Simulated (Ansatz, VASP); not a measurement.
**Cross-check of Cr3GaN between VASP and Ansatz**

One calculation is typed for both programs; each brings its own data sets. How far apart do they land? The cell is taken from a series of runs on this material, whose earlier steps may have relaxed, scaled, displaced or heated it; both programs get it as it stands.

Program: Ansatz 0.2.0. Level of theory: plane waves, with VASP 6.6.1 beside it; zone-centre phonons at PBEsol. Results are calculated unless marked as measured.

### 1. The starting structure

The structure is cubic, space group Pm-3m (No. 221). The conventional cell has a = 3.776 Å, b = 3.776 Å, c = 3.776 Å, α = 90.00°, β = 90.00°, γ = 90.00°. Nearest to Cr lie 2 N at 1.89 Å. Nearest to Ga lie 12 Cr at 2.67 Å. N has 6 Cr at 1.89 Å nearest. Farther neighbours and most contacts between anions are not listed.

Coordinates:

```
Cr Ga N
1.0
     3.77594    0.00000    0.00000
     0.00000    3.77594    0.00000
     0.00000    0.00000    3.77594
Cr Ga N
3 1 1
Direct
  0.50000 0.00000 0.50000
  0.00000 0.50000 0.50000
  0.50000 0.50000 0.00000
  0.00000 0.00000 0.00000
  0.50000 0.50000 0.50000
```

### 2. VASP: zone-centre phonons, PBEsol

Second derivatives magnify differences that forces hide, and they need a tight electronic threshold.

Lines of VASP's logs that name or quote its potential files are left out, and so is its time.

Input file INCAR:

```
SYSTEM = Cr3GaN
PREC = Accurate
ENCUT = 600
EDIFF = 1E-08
NELM = 120
ISMEAR = 1
SIGMA = 0.2
LREAL = .FALSE.
ALGO = Normal
GGA = PS
NBANDS = 33
LASPH = .TRUE.
LORBIT = 11
LWAVE = .FALSE.
LCHARG = .FALSE.
ISIF = 2
IBRION = 8
GGA_COMPAT = .FALSE.
KPAR = 2
```

Input file POSCAR:

```
Cr3GaN
1.0
    3.7759371135      0.0000000000      0.0000000000
    0.0000000000      3.7759371135      0.0000000000
    0.0000000000      0.0000000000      3.7759371135
Cr Ga N
3 1 1
Direct
    0.5000000000      0.0000000000      0.5000000000
    0.0000000000      0.5000000000      0.5000000000
    0.5000000000      0.5000000000      0.0000000000
    0.0000000000      0.0000000000      0.0000000000
    0.5000000000      0.5000000000      0.5000000000
```

Input file KPOINTS:

```
Automatic mesh
0
Gamma
12 12 12
0 0 0
```

Potentials, in the order of the species: Cr_pv, Ga_d and N (PBE family, release 64).

The run is started by

```
> mpirun -np 2 vasp_std
```

Numbers of over 12 decimals in the logs are rounded to 6 here.

Log:

```text
[banner, memory and clock lines left out]
running    2 mpi-ranks, on    1 nodes
 distrk:  each k-point on    1 cores,    2 groups
 distr:  one band on    1 cores,    1 groups

 POSCAR found type information on POSCAR CrGaN
 POSCAR found :  3 types and       5 ions
|                                                                             |
|               ----> ADVICE to this user running VASP <----                  |
|                                                                             |
|     You enforced a specific xc type in the INCAR file but a different       |
|     [... a line on the potential file left out ...]
|     I HOPE YOU KNOW WHAT YOU ARE DOING!                                     |
|                                                                             |

 LDA part: xc-table for (Slater+PW92), standard interpolation
 POSCAR, INCAR and KPOINTS ok, starting setup
 FFT: planning ... GRIDC
 FFT: planning ... GRID_SOFT
 FFT: planning ... GRID
 WAVECAR not read
 entering main loop
       N       E                     dE             d eps       ncg     rms          rms(c)
DAV:   1     0.644033127087E+03    0.64403E+03   -0.32324E+04  6176   0.279E+03
DAV:   2     0.190739510530E+02   -0.62496E+03   -0.61290E+03  5560   0.651E+02
DAV:   3    -0.499035931826E+02   -0.68978E+02   -0.67531E+02  6946   0.199E+02
DAV:   4    -0.530658582423E+02   -0.31623E+01   -0.30368E+01  6760   0.423E+01
DAV:   5    -0.531528858610E+02   -0.87028E-01   -0.86961E-01  7245   0.698E+00    0.342E+01
DAV:   6    -0.461696870432E+02    0.69832E+01   -0.10697E+02  6859   0.721E+01    0.103E+01
DAV:   7    -0.444997979682E+02    0.16699E+01   -0.16352E+01  6961   0.325E+01    0.596E+00
DAV:   8    -0.444589673446E+02    0.40831E-01   -0.89804E-01  6799   0.539E+00    0.198E+00
DAV:   9    -0.444388832979E+02    0.20084E-01   -0.64320E-02  7632   0.157E+00    0.446E-01
DAV:  10    -0.444381298972E+02    0.75340E-03   -0.14963E-02  6580   0.838E-01    0.156E-01
DAV:  11    -0.444380820077E+02    0.47890E-04   -0.12195E-03  8181   0.245E-01    0.619E-02
DAV:  12    -0.444380773019E+02    0.47058E-05   -0.21319E-04  7230   0.130E-01    0.225E-02
DAV:  13    -0.444380754464E+02    0.18555E-05   -0.33634E-05  7318   0.371E-02    0.483E-03
DAV:  14    -0.444380751591E+02    0.28724E-06   -0.40582E-06  8428   0.125E-02    0.172E-03
DAV:  15    -0.444380749205E+02    0.23865E-06   -0.45292E-07  6418   0.433E-03    0.438E-04
DAV:  16    -0.444380748788E+02    0.41711E-07   -0.26346E-08  5675   0.107E-03    0.164E-04
DAV:  17    -0.444380748964E+02   -0.17666E-07   -0.23475E-09  3626   0.335E-04    0.602E-05
DAV:  18    -0.444380748987E+02   -0.22865E-08   -0.12548E-09  3426   0.242E-04
   1 F= -.44438075E+02 E0= -.44437526E+02  d E =-.164778E-02
 Linear response reoptimize wavefunctions to high precision
DAV:   1    -0.444380748993E+02   -0.58208E-09   -0.48274E-10  3433   0.153E-04
DAV:   2    -0.444380748993E+02   -0.20918E-10   -0.24918E-10  3344   0.938E-05
 Linear response DOF=           4
 Linear response progress:
  Degree of freedom:   1/  4
       N       E                     dE             d eps       ncg     rms          rms(c)
RMM:   1    -0.695000562251E+00   -0.69500E+00   -0.34842E+01 24598   0.999E+01
RMM:   2    -0.784505253022E+00   -0.89505E-01   -0.16832E-01 42620   0.252E+00    0.176E-01
RMM:   3    -0.785021989480E+00   -0.51674E-03   -0.99518E-03 46749   0.546E-01    0.111E-01
RMM:   4    -0.784891009018E+00    0.13098E-03   -0.16541E-03 45338   0.277E-01    0.956E-02
RMM:   5    -0.784801127765E+00    0.89881E-04   -0.35532E-04 43873   0.118E-01    0.755E-02
RMM:   6    -0.784477314714E+00    0.32381E-03   -0.10128E-04 45674   0.588E-02    0.179E-02
RMM:   7    -0.784064529676E+00    0.41279E-03   -0.43055E-05 48003   0.360E-02    0.162E-02
RMM:   8    -0.784053022115E+00    0.11508E-04   -0.14679E-05 47701   0.169E-02    0.691E-03
RMM:   9    -0.784091688873E+00   -0.38667E-04   -0.67814E-06 48261   0.964E-03    0.206E-03
RMM:  10    -0.784090637805E+00    0.10511E-05   -0.32713E-06 50166   0.517E-03    0.797E-04
RMM:  11    -0.784086300044E+00    0.43378E-05   -0.22232E-06 50879   0.300E-03    0.372E-04
RMM:  12    -0.784085648454E+00    0.65159E-06   -0.18091E-06 49589   0.207E-03    0.209E-04
RMM:  13    -0.784086087367E+00   -0.43891E-06   -0.23775E-06 52463   0.161E-03    0.807E-05
RMM:  14    -0.784086768872E+00   -0.68151E-06   -0.15487E-06 51301   0.140E-03    0.365E-05
RMM:  15    -0.784087168203E+00   -0.39933E-06   -0.19587E-06 53387   0.127E-03    0.176E-05
RMM:  16    -0.784087296947E+00   -0.12874E-06   -0.15377E-06 53730   0.118E-03    0.127E-05
RMM:  17    -0.784087351324E+00   -0.54376E-07   -0.15983E-06 51244   0.113E-03    0.499E-06
RMM:  18    -0.784087313944E+00    0.37379E-07   -0.12008E-06 54923   0.109E-03    0.749E-06
[...]
RMM:  25    -0.784087384549E+00   -0.48513E-08   -0.66197E-07 52398   0.956E-04    0.192E-06
RMM:  26    -0.784087379206E+00    0.53432E-08   -0.52293E-07 48888   0.951E-04    0.307E-06
RMM:  27    -0.784087382247E+00   -0.30410E-08   -0.56190E-07 48575   0.943E-04    0.475E-06
RMM:  28    -0.784087378992E+00    0.32553E-08   -0.47367E-07 47228   0.940E-04    0.536E-06
RMM:  29    -0.784087381242E+00   -0.22498E-08   -0.51697E-07 47091   0.933E-04    0.617E-06
[...]
RMM:   4    -0.793196579149E+00   -0.27874E-04   -0.22578E-03 25624   0.312E-01    0.286E-02
RMM:   5    -0.792867168104E+00    0.32941E-03   -0.34744E-04 27249   0.102E-01    0.580E-02
RMM:   6    -0.792790463959E+00    0.76704E-04   -0.82240E-05 25986   0.438E-02    0.161E-02
RMM:   7    -0.792445698231E+00    0.34477E-03   -0.33157E-05 26365   0.278E-02    0.326E-03
RMM:   8    -0.792432446682E+00    0.13252E-04   -0.12256E-05 30241   0.108E-02    0.183E-03
RMM:   9    -0.792440950673E+00   -0.85040E-05   -0.50539E-06 26502   0.645E-03    0.686E-04
RMM:  10    -0.792434256813E+00    0.66939E-05   -0.37356E-06 29376   0.360E-03    0.395E-04
RMM:  11    -0.792432544040E+00    0.17128E-05   -0.13118E-06 28538   0.250E-03    0.287E-04
RMM:  12    -0.792433904201E+00   -0.13602E-05   -0.25147E-06 27833   0.204E-03    0.111E-04
RMM:  13    -0.792434850834E+00   -0.94663E-06   -0.15218E-06 27879   0.177E-03    0.755E-05
RMM:  14    -0.792435197455E+00   -0.34662E-06   -0.12962E-06 30190   0.158E-03    0.567E-05
RMM:  15    -0.792435420850E+00   -0.22339E-06   -0.11192E-06 29472   0.146E-03    0.354E-05
RMM:  16    -0.792435558932E+00   -0.13808E-06   -0.11066E-06 27810   0.138E-03    0.109E-05
RMM:  17    -0.792435389664E+00    0.16927E-06   -0.61896E-07 29849   0.130E-03    0.270E-05
RMM:  18    -0.792435413018E+00   -0.23354E-07   -0.58331E-07 30541   0.125E-03    0.329E-05
RMM:  19    -0.792435333609E+00    0.79409E-07   -0.31142E-07 28476   0.121E-03    0.693E-05
RMM:  20    -0.792435383982E+00   -0.50373E-07   -0.33217E-07 29163   0.118E-03    0.557E-05
RMM:  21    -0.792435382529E+00    0.14529E-08   -0.18747E-07 29334   0.115E-03    0.609E-05
RMM:  22    -0.792435398242E+00   -0.15714E-07   -0.33973E-07 29624   0.113E-03    0.597E-05
 first order change of Fermi-energy   0.22062E-04
 force on displaced ion       1 direction 2 :  -0.000 -22.185   0.000
 Linear response progress:
  Degree of freedom:   3/  4
       N       E                     dE             d eps       ncg     rms          rms(c)
RMM:   1    -0.167469525165E+00   -0.16747E+00    0.10676E-01 16668   0.881E+00
RMM:   2    -0.165984014270E+00    0.14855E-02   -0.39697E-02 23431   0.938E-01    0.385E-02
RMM:   3    -0.166151519733E+00   -0.16751E-03   -0.50265E-03 25555   0.270E-01    0.322E-02
RMM:   4    -0.166211670150E+00   -0.60150E-04   -0.74969E-04 26524   0.102E-01    0.288E-02
RMM:   5    -0.166259477709E+00   -0.47808E-04   -0.19350E-04 22358   0.703E-02    0.726E-02
RMM:   6    -0.166317498794E+00   -0.58021E-04   -0.18183E-04 25091   0.669E-02    0.667E-03
RMM:   7    -0.166255037813E+00    0.62461E-04   -0.23389E-05 23281   0.263E-02    0.337E-03
RMM:   8    -0.166219589443E+00    0.35448E-04   -0.87768E-06 25521   0.143E-02    0.187E-03
RMM:   9    -0.166239605009E+00   -0.20016E-04   -0.39395E-06 24038   0.973E-03    0.743E-04
RMM:  10    -0.166233587663E+00    0.60173E-05   -0.85569E-07 26662   0.372E-03    0.461E-04
RMM:  11    -0.166231176914E+00    0.24107E-05   -0.38587E-07 26917   0.210E-03    0.188E-04
RMM:  12    -0.166229770347E+00    0.14066E-05   -0.39022E-07 28650   0.133E-03    0.496E-05
RMM:  13    -0.166229585405E+00    0.18494E-06   -0.37435E-07 28724   0.943E-04    0.291E-05
RMM:  14    -0.166229418982E+00    0.16642E-06   -0.42146E-07 28450   0.765E-04    0.182E-05
[...]
RMM:  21    -0.166229207240E+00    0.15789E-08   -0.24984E-07 28329   0.478E-04    0.449E-06
RMM:  22    -0.166229192832E+00    0.14408E-07   -0.35500E-07 28553   0.468E-04    0.274E-06
RMM:  23    -0.166229202055E+00   -0.92231E-08   -0.34876E-07 27364   0.460E-04    0.563E-06
RMM:  24    -0.166229209266E+00   -0.72110E-08   -0.44712E-07 28283   0.455E-04    0.716E-06
RMM:  25    -0.166229227324E+00   -0.18058E-07   -0.40849E-07 30178   0.452E-04    0.112E-05
RMM:  26    -0.166229223320E+00    0.40037E-08   -0.45276E-07 27508   0.446E-04    0.111E-05
RMM:  27    -0.166229227863E+00   -0.45427E-08   -0.39892E-07 25277   0.443E-04    0.122E-05
RMM:  28    -0.166229225113E+00    0.27500E-08   -0.48351E-07 23998   0.440E-04    0.122E-05
 first order change of Fermi-energy  -0.47960E-03
 force on displaced ion       4 direction 1 :  -8.105   0.000  -0.000
 Linear response progress:
  Degree of freedom:   4/  4
       N       E                     dE             d eps       ncg     rms          rms(c)
RMM:   1    -0.255330783606E+00   -0.25533E+00    0.18029E-01 24618   0.310E+00
RMM:   2    -0.239046076692E+00    0.16285E-01   -0.32698E-02 23032   0.876E-01    0.170E-01
RMM:   3    -0.240693610833E+00   -0.16475E-02   -0.63843E-03 25566   0.292E-01    0.895E-02
RMM:   4    -0.242152834135E+00   -0.14592E-02   -0.10940E-03 23311   0.133E-01    0.688E-02
RMM:   5    -0.242192516319E+00   -0.39682E-04   -0.17533E-04 22180   0.673E-02    0.461E-02
RMM:   6    -0.242272037835E+00   -0.79522E-04   -0.38479E-05 24987   0.312E-02    0.966E-03
RMM:   7    -0.242335957441E+00   -0.63920E-04   -0.12296E-05 27670   0.121E-02    0.195E-03
RMM:   8    -0.242334274394E+00    0.16830E-05   -0.18117E-06 26860   0.520E-03    0.627E-04
RMM:   9    -0.242330362945E+00    0.39114E-05   -0.96185E-07 27831   0.228E-03    0.239E-04
RMM:  10    -0.242331268594E+00   -0.90565E-06   -0.57882E-07 27774   0.126E-03    0.144E-04
RMM:  11    -0.242331986411E+00   -0.71782E-06   -0.64836E-07 27283   0.932E-04    0.596E-05
RMM:  12    -0.242331958389E+00    0.28022E-07   -0.61985E-07 27437   0.825E-04    0.126E-05
RMM:  13    -0.242331941945E+00    0.16444E-07   -0.33181E-07 30115   0.762E-04    0.103E-05
RMM:  14    -0.242331967318E+00   -0.25373E-07   -0.52590E-07 28239   0.738E-04    0.647E-06
[...]
RMM:  31    -0.242331947235E+00   -0.78909E-09   -0.55817E-07 22397   0.726E-04    0.478E-07
RMM:  32    -0.242331946450E+00    0.78533E-09   -0.81144E-07 22304   0.728E-04    0.650E-07
RMM:  33    -0.242331947172E+00   -0.72235E-09   -0.55502E-07 22274   0.726E-04    0.518E-07
RMM:  34    -0.242331946083E+00    0.10893E-08   -0.70664E-07 22270   0.727E-04    0.657E-07
RMM:  35    -0.242331947051E+00   -0.96763E-09   -0.56444E-07 22307   0.726E-04    0.480E-07
RMM:  36    -0.242331947149E+00   -0.98246E-10   -0.70545E-07 22242   0.728E-04    0.602E-07
RMM:  37    -0.242331946517E+00    0.63240E-09   -0.50955E-07 22256   0.728E-04    0.522E-07
RMM:  38    -0.242331946275E+00    0.24180E-09   -0.63461E-07 22333   0.726E-04    0.570E-07
 first order change of Fermi-energy  -0.43960E-03
 force on displaced ion       5 direction 1 : -19.006   0.000  -0.000
 Linear response finished
```

(Continued in part 2 of 3.)

[Lines on the potential files, build, host, timing and source positions are cut from VASP's logs without a mark.]

[Logs are printed without paths, hosts, clocks, repeated set-up lines and the standing remarks that a program may print on its own settings, such as how far it seeks lower states.]

[Hosts, paths, dates, database ids (printed as entryN), source tags and the programs' standing remarks are cut or masked in the printed files.]
